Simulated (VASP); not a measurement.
VASP ran on this input.

### KPOINTS
```
K-points
0
Gamma
 10 10 10
0 0 0
```

**INCAR**
```
SYSTEM = GaSb
PREC = Accurate
ENCUT = 520
EDIFF = 1E-7
NELM = 100
ALGO = Normal
LREAL = .FALSE.
LASPH = .TRUE.
ISMEAR = 1
SIGMA = 0.1
GGA = RE
LMAXMIX = 4
LWAVE = .FALSE.
LCHARG = .FALSE.
ISIF = 2
```

### POSCAR
```
GaSb
1
    0.0000000000     3.1326006979     3.1326006979
    3.1326006979     0.0000000000     3.1326006979
    3.1326006979     3.1326006979     0.0000000000
Ga Sb
1 1
Direct
  0.0000000000   0.0000000000   0.0000000000
  0.2500000000   0.2500000000   0.2500000000
```

POTCAR, in this order: Ga_d Sb (PBE.64 set). Program: vasp_std.

Task: Translate this revPBE calculation to Ansatz.

Result: One equivalent input (not run):
Ansatz 0.2 input:
```yaml
crystal:
  lattice:
    - [0.0000000, 3.1326007, 3.1326007]
    - [3.1326007, 0.0000000, 3.1326007]
    - [3.1326007, 3.1326007, 0.0000000]
  atoms:
    - { symbol: Ga, position: [0.0000000, 0.0000000, 0.0000000] }
    - { symbol: Sb, position: [0.2500000, 0.2500000, 0.2500000] }
kpoints:
  mp_grid: { grid: [10, 10, 10] }
hamiltonian:
  xc: revpbe
  pseudopotentials: { kind: paw }
scf:
  occupations: { method: methfessel_paxton, width: 0.1 }
  max_iter: 100
output: { forces: true, stress: true, eigenvalues: true }
```
The two are equivalent in intent, not identical: each code has its own PAW files, so the cut-off isn't converted (ENCUT is set for VASP's; basis.ecutwfc is left out, and Ansatz then takes the one that its files recommend); Ansatz stops its SCF on the density residual and VASP on the energy change (EDIFF).

The compound is GaSb in the zinc blende structure. It was relaxed first, which changed the volume by +8 %.
